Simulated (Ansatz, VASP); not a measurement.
# Cross-check of SiPb between VASP and Ansatz, part 2 of 2

One calculation is typed for both programs; each brings its own data sets. How far apart do they land? The cell is generated by rule, not measured, and may not be a known phase. The cell is taken from a series of runs on this material, whose earlier steps may have relaxed, scaled, displaced or heated it; both programs get it as it stands.

VASP 6.6.1 and Ansatz 0.2.0.

So far: Starting point; Ansatz: zone-centre phonons, PBEsol.

## Step 3: VASP: zone-centre phonons, PBEsol

Level of this step: PBEsol; plane waves and PAW (Pb_d, Si); invented cell (VASP).

The same cell, functional, mesh and smearing now go to VASP, with its own data sets.

Lines of VASP's logs that name or quote its potential files are left out, and so is its time.

Input file INCAR:

```
SYSTEM = SiPb
PREC = Accurate
ENCUT = 500
EDIFF = 1E-08
NELM = 120
ISMEAR = 1
SIGMA = 0.15
LREAL = .FALSE.
ALGO = Normal
GGA = PS
NBANDS = 24
LORBIT = 11
LWAVE = .FALSE.
LCHARG = .FALSE.
ISIF = 2
IBRION = 8
LASPH = .TRUE.
GGA_COMPAT = .FALSE.
KPAR = 2
```

Input file POSCAR:

```
SiPb
1.0
    3.8849729732      0.0000000000      0.0000000000
   -1.9424864866      3.3644852878      0.0000000000
    0.0000000000      0.0000000000      7.4254180060
Pb Si
2 2
Direct
    0.0000000000      0.0000000000      0.0000000000
    0.0000000000      0.0000000000      0.5000000000
    0.3333333333      0.6666666667      0.2500000000
    0.6666666667      0.3333333333      0.7500000000
```

Input file KPOINTS:

```
Automatic mesh
0
Gamma
12 12 6
0 0 0
```

The projector-augmented-wave data sets are Pb_d and Si (PBE family, release 64).

On the command line:

```sh
$ mpirun -np 2 vasp_std
```

Numbers of over 12 decimals in the logs are rounded to 6 here.

The program printed:

```text
[banner, memory and clock lines left out]
running    2 mpi-ranks, on    1 nodes
 distrk:  each k-point on    1 cores,    2 groups
 distr:  one band on    1 cores,    1 groups

 POSCAR found type information on POSCAR PbSi
 POSCAR found :  2 types and       4 ions
|                                                                             |
|               ----> ADVICE to this user running VASP <----                  |
|                                                                             |
|     You enforced a specific xc type in the INCAR file but a different       |
|     [... a line on the potential file left out ...]
|     I HOPE YOU KNOW WHAT YOU ARE DOING!                                     |
|                                                                             |

 LDA part: xc-table for (Slater+PW92), standard interpolation
 POSCAR, INCAR and KPOINTS ok, starting setup
 FFT: planning ... GRIDC
 FFT: planning ... GRID_SOFT
 FFT: planning ... GRID
 WAVECAR not read
 entering main loop
       N       E                     dE             d eps       ncg     rms          rms(c)
DAV:   1     0.327946516502E+03    0.32795E+03   -0.16539E+04  3648   0.156E+03
DAV:   2     0.735418437579E+01   -0.32059E+03   -0.31379E+03  3720   0.405E+02
DAV:   3    -0.167241279298E+02   -0.24078E+02   -0.23588E+02  4800   0.133E+02
DAV:   4    -0.174416403484E+02   -0.71751E+00   -0.71661E+00  4376   0.260E+01
DAV:   5    -0.174792561056E+02   -0.37616E-01   -0.37613E-01  5648   0.537E+00    0.281E+00
DAV:   6    -0.173720451824E+02    0.10721E+00   -0.20682E-01  5032   0.565E+00    0.153E+00
DAV:   7    -0.173527644581E+02    0.19281E-01   -0.85924E-02  4904   0.284E+00    0.400E-01
DAV:   8    -0.173506413863E+02    0.21231E-02   -0.11297E-02  4672   0.126E+00    0.459E-02
DAV:   9    -0.173505968908E+02    0.44496E-04   -0.82410E-04  4992   0.334E-01    0.347E-02
DAV:  10    -0.173506020979E+02   -0.52071E-05   -0.53053E-05  5016   0.556E-02    0.129E-02
DAV:  11    -0.173505988063E+02    0.32916E-05   -0.24901E-05  5184   0.642E-02    0.394E-03
DAV:  12    -0.173505987673E+02    0.38983E-07   -0.13152E-06  4752   0.105E-02    0.198E-03
DAV:  13    -0.173505987888E+02   -0.21495E-07   -0.13645E-07  5264   0.395E-03    0.251E-04
DAV:  14    -0.173505988263E+02   -0.37515E-07   -0.10087E-08  2696   0.905E-04    0.135E-04
DAV:  15    -0.173505988611E+02   -0.34770E-07   -0.44557E-09  2720   0.565E-04    0.754E-05
DAV:  16    -0.173505988556E+02    0.55411E-08   -0.89184E-10  2472   0.387E-04
   1 F= -.17350599E+02 E0= -.17350295E+02  d E =-.910256E-03
 Linear response reoptimize wavefunctions to high precision
DAV:   1    -0.173505988520E+02    0.35375E-08   -0.23972E-10  2672   0.162E-04
DAV:   2    -0.173505988520E+02   -0.90949E-11   -0.90114E-11  2288   0.121E-04
 Linear response DOF=           4
 Linear response progress:
  Degree of freedom:   1/  4
       N       E                     dE             d eps       ncg     rms          rms(c)
RMM:   1    -0.326197040908E+00   -0.32620E+00   -0.14775E-01 16515   0.486E+00
RMM:   2    -0.328398829300E+00   -0.22018E-02   -0.13041E-02 18010   0.937E-01    0.407E-02
RMM:   3    -0.328537636215E+00   -0.13881E-03   -0.17731E-03 20685   0.314E-01    0.232E-02
RMM:   4    -0.328318462555E+00    0.21917E-03   -0.17073E-04 19804   0.107E-01    0.524E-03
RMM:   5    -0.328311501369E+00    0.69612E-05   -0.42164E-05 21289   0.430E-02    0.238E-03
RMM:   6    -0.328316011497E+00   -0.45101E-05   -0.71671E-06 20531   0.149E-02    0.830E-04
RMM:   7    -0.328315428166E+00    0.58333E-06   -0.31905E-06 20630   0.593E-03    0.365E-04
RMM:   8    -0.328311804398E+00    0.36238E-05   -0.19693E-06 20673   0.252E-03    0.860E-05
RMM:   9    -0.328311272428E+00    0.53197E-06   -0.64666E-07 20454   0.114E-03    0.212E-05
RMM:  10    -0.328311456335E+00   -0.18391E-06   -0.36806E-07 21113   0.537E-04    0.728E-06
RMM:  11    -0.328311360880E+00    0.95455E-07   -0.24316E-07 21067   0.267E-04    0.309E-06
RMM:  12    -0.328311320128E+00    0.40752E-07   -0.12341E-07 21501   0.132E-04    0.371E-06
RMM:  13    -0.328311344304E+00   -0.24176E-07   -0.98434E-08 21121   0.718E-05    0.105E-06
RMM:  14    -0.328311330462E+00    0.13842E-07   -0.43253E-08 19465   0.429E-05    0.417E-07
RMM:  15    -0.328311325642E+00    0.48203E-08   -0.21940E-08 17064   0.276E-05    0.266E-07
 first order change of Fermi-energy   0.13875E-04
 force on displaced ion       1 direction 1 :  -2.504   0.000   0.000
 Linear response progress:
  Degree of freedom:   2/  4
       N       E                     dE             d eps       ncg     rms          rms(c)
RMM:   1    -0.356570540587E+00   -0.35657E+00   -0.14298E-01  6779   0.489E+00
RMM:   2    -0.357707681973E+00   -0.11371E-02   -0.14493E-02  7728   0.964E-01    0.757E-02
RMM:   3    -0.357705014182E+00    0.26678E-05   -0.22651E-03  8380   0.345E-01    0.306E-02
RMM:   4    -0.357557484413E+00    0.14753E-03   -0.35298E-04  8433   0.128E-01    0.190E-02
RMM:   5    -0.357409398377E+00    0.14809E-03   -0.93495E-05  8549   0.591E-02    0.394E-03
RMM:   6    -0.357394254118E+00    0.15144E-04   -0.23279E-05  8664   0.199E-02    0.143E-03
RMM:   7    -0.357395460666E+00   -0.12065E-05   -0.63022E-06  8540   0.865E-03    0.491E-04
RMM:   8    -0.357392295487E+00    0.31652E-05   -0.46398E-06  8655   0.374E-03    0.361E-04
RMM:   9    -0.357388015327E+00    0.42802E-05   -0.36208E-06  8634   0.163E-03    0.106E-04
RMM:  10    -0.357388893518E+00   -0.87819E-06   -0.15770E-06  8855   0.792E-04    0.182E-05
RMM:  11    -0.357388913140E+00   -0.19622E-07   -0.99144E-07  8967   0.367E-04    0.123E-05
RMM:  12    -0.357388845512E+00    0.67628E-07   -0.27206E-07  9006   0.175E-04    0.451E-06
RMM:  13    -0.357388819518E+00    0.25994E-07   -0.17084E-07  8386   0.946E-05    0.226E-06
RMM:  14    -0.357388820961E+00   -0.14426E-08   -0.17274E-07  8963   0.565E-05    0.165E-06
RMM:  15    -0.357388808747E+00    0.12214E-07   -0.71286E-08  7801   0.361E-05    0.665E-07
RMM:  16    -0.357388802241E+00    0.65053E-08   -0.25966E-08  6761   0.258E-05    0.581E-07
 first order change of Fermi-energy  -0.18708E-03
 force on displaced ion       1 direction 3 :  -0.000   0.000  -4.229
 Linear response progress:
  Degree of freedom:   3/  4
       N       E                     dE             d eps       ncg     rms          rms(c)
RMM:   1    -0.175225376944E-01   -0.17523E-01    0.85632E-03 27055   0.819E-01
RMM:   2    -0.159776114152E-01    0.15449E-02   -0.72091E-04 21835   0.293E-01    0.388E-02
RMM:   3    -0.161331749531E-01   -0.15556E-03   -0.36555E-04 25901   0.117E-01    0.221E-02
RMM:   4    -0.162181753978E-01   -0.85000E-04   -0.88108E-05 24959   0.517E-02    0.372E-03
RMM:   5    -0.162134759306E-01    0.46995E-05    0.43896E-06 25604   0.199E-02    0.209E-03
RMM:   6    -0.162080379602E-01    0.54380E-05   -0.48581E-06 25571   0.754E-03    0.526E-04
RMM:   7    -0.162072050762E-01    0.83288E-06    0.16069E-06 25469   0.324E-03    0.248E-04
RMM:   8    -0.162082533492E-01   -0.10483E-05   -0.38563E-07 25872   0.121E-03    0.674E-05
RMM:   9    -0.162082007002E-01    0.52649E-07   -0.10924E-07 26441   0.507E-04    0.197E-05
RMM:  10    -0.162081455044E-01    0.55196E-07    0.61011E-08 26028   0.190E-04    0.701E-06
RMM:  11    -0.162081647990E-01   -0.19295E-07   -0.71085E-08 26969   0.803E-05    0.213E-06
RMM:  12    -0.162081549080E-01    0.98909E-08    0.18962E-08 26406   0.342E-05    0.132E-06
 first order change of Fermi-energy  -0.26447E-04
 force on displaced ion       3 direction 1 :  -2.740  -0.001   0.000
 Linear response progress:
  Degree of freedom:   4/  4
       N       E                     dE             d eps       ncg     rms          rms(c)
RMM:   1    -0.277756533173E-01   -0.27776E-01    0.23464E-02 10028   0.115E+00
RMM:   2    -0.249015502294E-01    0.28741E-02   -0.37394E-03  7470   0.551E-01    0.507E-02
RMM:   3    -0.248675250451E-01    0.34025E-04   -0.79551E-04  7705   0.234E-01    0.254E-02
RMM:   4    -0.248974938022E-01   -0.29969E-04   -0.86754E-05  8565   0.870E-02    0.112E-02
RMM:   5    -0.249232398353E-01   -0.25746E-04   -0.17197E-05  7981   0.349E-02    0.349E-03
RMM:   6    -0.249305238987E-01   -0.72841E-05    0.76963E-06  8563   0.144E-02    0.101E-03
RMM:   7    -0.249320669329E-01   -0.15430E-05   -0.47134E-06  7967   0.536E-03    0.419E-04
RMM:   8    -0.249321937678E-01   -0.12683E-06    0.38307E-07  9001   0.220E-03    0.174E-04
RMM:   9    -0.249327948109E-01   -0.60104E-06   -0.58811E-07  8642   0.770E-04    0.599E-05
RMM:  10    -0.249326990805E-01    0.95730E-07    0.24719E-08  7898   0.320E-04    0.194E-05
RMM:  11    -0.249326153741E-01    0.83706E-07    0.15436E-09  8789   0.131E-04    0.887E-06
RMM:  12    -0.249326111319E-01    0.42422E-08    0.47405E-09  9086   0.554E-05    0.307E-06
 first order change of Fermi-energy   0.30770E-03
 force on displaced ion       3 direction 3 :  -0.000   0.000  -3.582
 Linear response finished
```

OUTCAR, selected parts (step 3):

```text
ion  position               nearest neighbor table
   1  0.000  0.000  0.000-   3 2.91   4 2.91   3 2.91   4 2.91   4 2.91   3 2.91   2 3.71   2 3.71

  LATTYP: Found a hexagonal cell.
 ALAT       =     3.8849729732
 C/A-ratio  =     1.9113178025

 Subroutine GETGRP returns: Found 24 space group operations
 (whereof 12 operations were pure point group operations)

The static configuration has the point symmetry D_3d.
 The point group associated with its full space group is D_6h.

 Found     76 irreducible k-points:

   k-points           NKPTS =     76   k-points in BZ     NKDIM =     76   number of bands    NBANDS=     24

   dimension x,y,z NGX =    28 NGY =   28 NGZ =   54
   dimension x,y,z NGXF=    56 NGYF=   56 NGZF=  108

   ENCUT  =  500.0 eV  36.75 Ry    6.06 a.u.   7.08  7.08 13.54*2*pi/ulx,y,z

   NELECT =      36.0000    total number of electrons

 k-points in reciprocal lattice and weights: Automatic mesh
   0.00000000  0.00000000  0.00000000       0.001
   0.08333333  0.00000000  0.00000000       0.007
   0.16666667  0.00000000  0.00000000       0.007
   0.25000000  0.00000000  0.00000000       0.007
   0.33333333  0.00000000  0.00000000       0.007
   0.41666667  0.00000000  0.00000000       0.007
   0.50000000  0.00000000  0.00000000       0.003
   0.08333333  0.08333333  0.00000000       0.007
   0.16666667  0.08333333  0.00000000       0.014
[...]
0.33333333  0.25000000  0.50000000       0.014
   0.33333333  0.33333333  0.50000000       0.002

 average (electrostatic) potential at core
       1 -90.0606       2 -90.0606       3 -82.5629       4 -82.5629

  Total       -0.0124501     -0.0124501     -0.0051668      0.0000000      0.0000000      0.0000000
  in kB       -0.2055201     -0.2055201     -0.0852920      0.0000000      0.0000000      0.0000000
  external PRESSURE =      -0.1654441 kB  Pullay stress =       0.0000000 kB

  energy-cutoff  :      500.00
  volume of cell :       97.06
      direct lattice vectors                 reciprocal lattice vectors
     3.884972973  0.000000000  0.000000000     0.257402048  0.148611142  0.000000000
    -1.942486487  3.364485288  0.000000000     0.000000000  0.297222283  0.000000000
     0.000000000  0.000000000  7.425418006     0.000000000  0.000000000  0.134672553

 POSITION                                       TOTAL-FORCE (eV/Angst)
 -----------------------------------------------------------------------------------
      0.00000      0.00000      0.00000        -0.000000      0.000000     -0.000000
      0.00000      0.00000      3.71271         0.000000      0.000000     -0.000000
     -0.00000      2.24299      1.85635        -0.000000     -0.000000      0.000000
      1.94249      1.12150      5.56906         0.000000      0.000000     -0.000000
 -----------------------------------------------------------------------------------
    total drift:                               -0.000000      0.000000      0.000000

 Eigenvectors and eigenvalues of the dynamical matrix
 ----------------------------------------------------

   1 f  =    5.874052 THz    36.907754 2PiTHz  195.937269 cm-1    24.293114 meV
             X         Y         Z           dx          dy          dz
      0.000000  0.000000  0.000000     0.000000    0.000000   -0.244013
      0.000000  0.000000  3.712709     0.000000    0.000000   -0.244013
     -0.000000  2.242990  1.856355    -0.000000    0.000000    0.663670
      1.942486  1.121495  5.569064    -0.000000   -0.000000    0.663670

   2 f  =    5.651556 THz    35.509776 2PiTHz  188.515631 cm-1    23.372949 meV
             X         Y         Z           dx          dy          dz
      0.000000  0.000000  0.000000     0.000000    0.000000    0.000000
      0.000000  0.000000  3.712709     0.000000    0.000000    0.000000
     -0.000000  2.242990  1.856355    -0.000000    0.000000    0.707107
      1.942486  1.121495  5.569064    -0.000000   -0.000000   -0.707107

   3 f  =    5.182223 THz    32.560870 2PiTHz  172.860366 cm-1    21.431944 meV
             X         Y         Z           dx          dy          dz
      0.000000  0.000000  0.000000    -0.244779   -0.000019    0.000000
      0.000000  0.000000  3.712709    -0.244779   -0.000019   -0.000000
     -0.000000  2.242990  1.856355     0.663388    0.000052    0.000000
      1.942486  1.121495  5.569064     0.663388    0.000052   -0.000000

   4 f  =    5.182223 THz    32.560870 2PiTHz  172.860366 cm-1    21.431944 meV
             X         Y         Z           dx          dy          dz
      0.000000  0.000000  0.000000    -0.000019    0.244779    0.000000
      0.000000  0.000000  3.712709    -0.000019    0.244779   -0.000000
     -0.000000  2.242990  1.856355     0.000052   -0.663388   -0.000000
      1.942486  1.121495  5.569064     0.000052   -0.663388    0.000000

   5 f  =    4.904874 THz    30.818230 2PiTHz  163.608975 cm-1    20.284918 meV
             X         Y         Z           dx          dy          dz
      0.000000  0.000000  0.000000    -0.000000   -0.000000    0.000000
      0.000000  0.000000  3.712709    -0.000000   -0.000000   -0.000000
     -0.000000  2.242990  1.856355     0.707107    0.000035   -0.000000
      1.942486  1.121495  5.569064    -0.707107   -0.000035    0.000000

   6 f  =    4.904874 THz    30.818230 2PiTHz  163.608975 cm-1    20.284918 meV
             X         Y         Z           dx          dy          dz
      0.000000  0.000000  0.000000     0.000000    0.000000   -0.000000
      0.000000  0.000000  3.712709     0.000000    0.000000   -0.000000
     -0.000000  2.242990  1.856355     0.000035   -0.707107    0.000000
      1.942486  1.121495  5.569064    -0.000035    0.707107   -0.000000

   7 f  =    2.422439 THz    15.220632 2PiTHz   80.803862 cm-1    10.018398 meV
             X         Y         Z           dx          dy          dz
      0.000000  0.000000  0.000000    -0.000000    0.000000   -0.707107
      0.000000  0.000000  3.712709    -0.000000   -0.000000    0.707107
     -0.000000  2.242990  1.856355    -0.000000    0.000000    0.000000
      1.942486  1.121495  5.569064    -0.000000    0.000000    0.000000

   8 f  =    1.640135 THz    10.305272 2PiTHz   54.709015 cm-1     6.783050 meV
             X         Y         Z           dx          dy          dz
      0.000000  0.000000  0.000000     0.707107    0.000000    0.000000
      0.000000  0.000000  3.712709    -0.707107   -0.000000   -0.000000
     -0.000000  2.242990  1.856355    -0.000000    0.000000   -0.000000
      1.942486  1.121495  5.569064    -0.000000    0.000000    0.000000

   9 f  =    1.640135 THz    10.305272 2PiTHz   54.709015 cm-1     6.783050 meV
             X         Y         Z           dx          dy          dz
      0.000000  0.000000  0.000000    -0.000000    0.707107    0.000000
      0.000000  0.000000  3.712709     0.000000   -0.707107   -0.000000
     -0.000000  2.242990  1.856355     0.000000   -0.000000    0.000000
      1.942486  1.121495  5.569064     0.000000   -0.000000    0.000000

  10 f/i=    0.002549 THz     0.016018 2PiTHz    0.085039 cm-1     0.010544 meV
             X         Y         Z           dx          dy          dz
      0.000000  0.000000  0.000000     0.000000    0.000000   -0.663670
      0.000000  0.000000  3.712709     0.000000    0.000000   -0.663670
     -0.000000  2.242990  1.856355     0.000000    0.000000   -0.244013
      1.942486  1.121495  5.569064     0.000000    0.000000   -0.244013

  11 f/i=    0.003732 THz     0.023450 2PiTHz    0.124492 cm-1     0.015435 meV
             X         Y         Z           dx          dy          dz
      0.000000  0.000000  0.000000     0.655018    0.105047    0.000000
      0.000000  0.000000  3.712709     0.655018    0.105047    0.000000
     -0.000000  2.242990  1.856355     0.241690    0.038761    0.000000
      1.942486  1.121495  5.569064     0.241690    0.038761    0.000000

  12 f/i=    0.003732 THz     0.023450 2PiTHz    0.124492 cm-1     0.015435 meV
             X         Y         Z           dx          dy          dz
      0.000000  0.000000  0.000000     0.105047   -0.655018   -0.000000
      0.000000  0.000000  3.712709     0.105047   -0.655018   -0.000000
     -0.000000  2.242990  1.856355     0.038761   -0.241690   -0.000000
      1.942486  1.121495  5.569064     0.038761   -0.241690   -0.000000

 ELASTIC MODULI CONTR FROM IONIC RELAXATION (kBar)
 Direction    XX          YY          ZZ          XY          YZ          ZX
 --------------------------------------------------------------------------------
 XX        -139.1300    139.1300      0.0000     -0.0000      0.0000      0.0000
 YY         139.1300   -139.1300      0.0000      0.0000     -0.0000      0.0000
 ZZ           0.0000      0.0000      0.0000      0.0000      0.0000      0.0000
 XY          -0.0000      0.0000      0.0000   -139.1300      0.0000      0.0000
 YZ           0.0000     -0.0000      0.0000      0.0000     -0.0000      0.0000
 ZX           0.0000      0.0000      0.0000      0.0000      0.0000      0.0000
 --------------------------------------------------------------------------------
```

## Step 4: Side by side

Known differences besides the potentials themselves: the cutoff is 420 eV in Ansatz and 500 eV in VASP; Ansatz makes its cores anew for this functional, VASP keeps those of its PBE data sets. Total energies have different zeros and are not compared.

Both answers:

```tsv
quantity	Ansatz	VASP	difference
optical mode 1 to 2 (cm⁻¹)	54.3	54.7	-0.73 %
optical mode 3 (cm⁻¹)	80.8	80.8	-0.03 %
optical mode 4 to 5 (cm⁻¹)	163.5	163.6	-0.07 %
optical mode 6 to 7 (cm⁻¹)	172.3	172.9	-0.33 %
optical mode 8 (cm⁻¹)	187.4	188.5	-0.60 %
optical mode 9 (cm⁻¹)	196.3	195.9	+0.16 %
```

Modes are paired by rising frequency, not by their patterns, so a pair may set unlike modes beside each other; they are those without the splitting of longitudinal modes.

## Step 5: Results

```json
{"r.m.s. difference of the optical zone-centre modes, each program's sorted by frequency (zone-centre phonons, PBEsol)": "0.52 cm⁻¹", "difference in optical mode 1 to 2 (zone-centre phonons, PBEsol)": "-0.7 %"}
```

**Reading.** The r.m.s. difference of the optical zone-centre modes, each program's sorted by frequency is 0.52 cm⁻¹ (zone-centre phonons, PBEsol). Among the rows given in per cent, the largest difference of the zone-centre phonons, PBEsol pair is in optical mode 1 to 2, -0.7 %. How closely two codes agree says nothing of how well the functional describes the real material.

[Lines on the potential files, build, host, timing and source positions are cut from VASP's logs without a mark.]

[Logs are printed without paths, hosts, clocks, repeated set-up lines and the standing remarks that a program may print on its own settings, such as how far it seeks lower states.]

[Hosts, paths, dates, database ids (printed as entryN), source tags and the programs' standing remarks are cut or masked in the printed files.]
